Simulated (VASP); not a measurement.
All values below come from PBE GGA, VASP's PBE PAW potentials (set 64) (plane waves; VASP 6.6.1).

Input for VASP

### KPOINTS
```
Automatic mesh
0
Gamma
14 14 14
0 0 0
```

File POSCAR:
```
Pt
1.0
  0.0000000000   1.9992000000   1.9992000000
  1.9992000000   0.0000000000   1.9992000000
  1.9992000000   1.9992000000   0.0000000000
Pt
1
Cartesian
  0.0000000000   0.0000000000   0.0000000000
```

### INCAR
```
GGA  =  PE   # PBE
ISIF  =  2
ISMEAR  =  1
EDIFF  =  1E-6
LREAL  =  .FALSE.   # projection in real space or not
LWAVE  =  .FALSE.
ENCUT  =  400
LASPH  =  .TRUE.   # aspherical one-centre terms
NELM  =  100
SYSTEM  =  Pt
SIGMA  =  0.1   # width (eV)
ALGO  =  Normal   # blocked Davidson
PREC  =  Accurate
LCHARG  =  .FALSE.
LMAXMIX  =  6   # l cut-off of mixed one-centre charges
```

POTCAR, in this order: Pt (PBE.64 set). Program: vasp_std.

What VASP printed:

**OSZICAR**
```
       N       E                     dE             d eps       ncg     rms          rms(c)
DAV:   1     0.259309359315E+02    0.25931E+02   -0.47032E+03  2136   0.811E+02
DAV:   2    -0.616116989429E+01   -0.32092E+02   -0.30235E+02  1962   0.157E+02
DAV:   3    -0.647937913114E+01   -0.31821E+00   -0.31023E+00  2245   0.150E+01
DAV:   4    -0.648051442960E+01   -0.11353E-02   -0.11353E-02  2189   0.907E-01
DAV:   5    -0.648052217208E+01   -0.77425E-05   -0.77433E-05  2148   0.666E-02    0.108E+01
DAV:   6    -0.613436858595E+01    0.34615E+00   -0.99451E-01  1912   0.887E+00    0.574E+00
DAV:   7    -0.610130070614E+01    0.33068E-01   -0.13489E-01  2023   0.318E+00    0.243E+00
DAV:   8    -0.609827920639E+01    0.30215E-02   -0.35382E-03  2003   0.562E-01    0.448E-01
DAV:   9    -0.609815927876E+01    0.11993E-03   -0.46396E-05  2006   0.708E-02    0.195E-02
DAV:  10    -0.609816386803E+01   -0.45893E-05   -0.20170E-06  2147   0.144E-02    0.347E-03
DAV:  11    -0.609816390376E+01   -0.35730E-07   -0.46146E-08  1003   0.206E-03
   1 F= -.60981639E+01 E0= -.60982912E+01  d E =0.381880E-03
```

### OUTCAR
```
------------------------ aborting loop because EDIFF is reached ----------------------------------------
  FORCE on cell =-STRESS in cart. coord.  units (eV):
  Direction    XX          YY          ZZ          XY          YZ          ZX
  --------------------------------------------------------------------------------------
  Total       -0.5669555     -0.5669555     -0.5669555     -0.0000000     -0.0000000      0.0000000
  in kB      -56.8408854    -56.8408854    -56.8408854     -0.0000000     -0.0000000      0.0000000
  external PRESSURE =     -56.8408854 kB  Pullay stress =       0.0000000 kB
  volume of cell :       15.98
      direct lattice vectors                 reciprocal lattice vectors
     0.000000000  1.999200000  1.999200000    -0.250100040  0.250100040  0.250100040
     1.999200000  0.000000000  1.999200000     0.250100040 -0.250100040  0.250100040
     1.999200000  1.999200000  0.000000000     0.250100040  0.250100040 -0.250100040
 POSITION                                       TOTAL-FORCE (eV/Angst)
 -----------------------------------------------------------------------------------
      0.00000      0.00000      0.00000         0.000000      0.000000      0.000000
 -----------------------------------------------------------------------------------
    total drift:                               -0.000000     -0.000000     -0.000000
  FREE ENERGIE OF THE ION-ELECTRON SYSTEM (eV)
  ---------------------------------------------------
  free  energy   TOTEN  =        -6.0981639038 eV

  energy  without entropy=       -6.0985457834  energy(sigma->0) =       -6.09829120
```
(Selected blocks of OUTCAR.)

The compound is Pt in the fcc structure. The cell was not relaxed at this level.
